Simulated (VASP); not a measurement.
BaHfO$_{3}$ (cubic perovskite): the bulk modulus from VASP (plane waves, PAW) at several levels of theory. Static lattice, third-order Birch-Murnaghan fit over five volumes.

| level | bulk modulus (GPa) |
|---|---|
| LDA | 186 |
| PBE | 158 |
| PBEsol | 173 |
| revPBE | 149 |
| PW91 | 160 |
| PBE-D3 (zero damping) | 163 |
| optB86b-vdW | 168 |
| vdW-DF2 | 149 |
| vdW-DF-cx | 171 |
| TPSS | 166 |
| MS2 | 174 |
| SCAN | 178 |
| r2SCAN | 174 |

The cell of the LDA run:

```cif
data_BaHfO3
_chemical_formula_sum 'Ba1 Hf1 O3'
_space_group_name_H-M_alt 'P 1'
_space_group_IT_number 1
_cell_length_a 4.12342
_cell_length_b 4.12342
_cell_length_c 4.12342
_cell_angle_alpha 90.000
_cell_angle_beta 90.000
_cell_angle_gamma 90.000
loop_
_space_group_symop_operation_xyz
  'x, y, z'
loop_
_atom_site_label
_atom_site_type_symbol
_atom_site_fract_x
_atom_site_fract_y
_atom_site_fract_z
_atom_site_occupancy
Ba1 Ba 0.00000 0.00000 0.00000 1
Hf1 Hf 0.50000 0.50000 0.50000 1
O1 O 0.50000 0.00000 0.50000 1
O2 O 0.00000 0.50000 0.50000 1
O3 O 0.50000 0.50000 0.00000 1
```

Only levels that ran to the end are used. Left out are those held back, those with too coarse a band path, GW runs whose mesh misses a band edge, hybrids' fits of cells that aren't cubic and levels without matching references; a question may draw on a part of the rest.

The compound is BaHfO3 in the cubic perovskite structure.
